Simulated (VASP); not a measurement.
Given:

```
Li2Se
1.0
    0.00000     2.86652     2.86652
    2.86652     0.00000     2.86652
    2.86652     2.86652     0.00000
Li Se
2 1
Cartesian
  1.43326   1.43326   1.43326
  4.29978   4.29978   4.29978
  0.00000   0.00000   0.00000
```

All values below come from LDA (Ceperley-Alder, Perdew-Zunger), VASP's LDA PAW potentials (set 64) (plane waves; VASP). Numerical set-up: 520 eV cut-off, 8×8×8 Γ-centred mesh, Gaussian smearing of 0.050 eV, potentials Li_sv Se.

Give the stress tensor in GPa (positive for a compressed cell).

```
2.66  0.00  0.00
0.00  2.66  0.00
0.00  0.00  2.66
```
The pressure is its mean diagonal, 2.66 GPa.

The compound is Li2Se in the antifluorite structure. This cell is one point of a volume scan, at 0.94 of the reference volume.
